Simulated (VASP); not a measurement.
Here is the system:

```xyz
8
Lattice="5.7858 -1.8566 -0.0064 5.7858 1.8566 -0.0064 -0.8052 0.0000 4.7995" Properties=species:S:1:pos:R:3 pbc="T T T"
Co    10.7664     0.0000     4.7868
Co    11.1690     0.0000     2.3870
Co     8.7560     0.0000     3.2230
Co     2.0105     0.0000     1.5638
Ge     9.3003     0.0000     0.8578
Ge     1.4662     0.0000     3.9290
Ge     6.3673     0.0000     1.3442
Ge     4.3991     0.0000     3.4425
```

All values below come from r2SCAN meta-GGA, VASP's PBE PAW potentials (set 64) (plane waves; VASP). Numerical set-up: 400 eV cut-off, 10×10×7 Γ-centred mesh, tetrahedra with Blöchl corrections, potentials Co Ge_d.

Task: Estimate the energy per atom (σ→0), band gap (over mesh and band path) with the smallest direct gap where there is one.

Result: 
```yaml
band gap (over mesh and band path): none (metal, semimetal or under 0.01 eV)
energy per atom (σ→0): -13.622 eV/atom
```

The structure comes from a computed database's CoGe entry (C2/m); how it stands against other phases isn't given here. It was relaxed first. The run is not spin-polarised, so no magnetic state was tried.
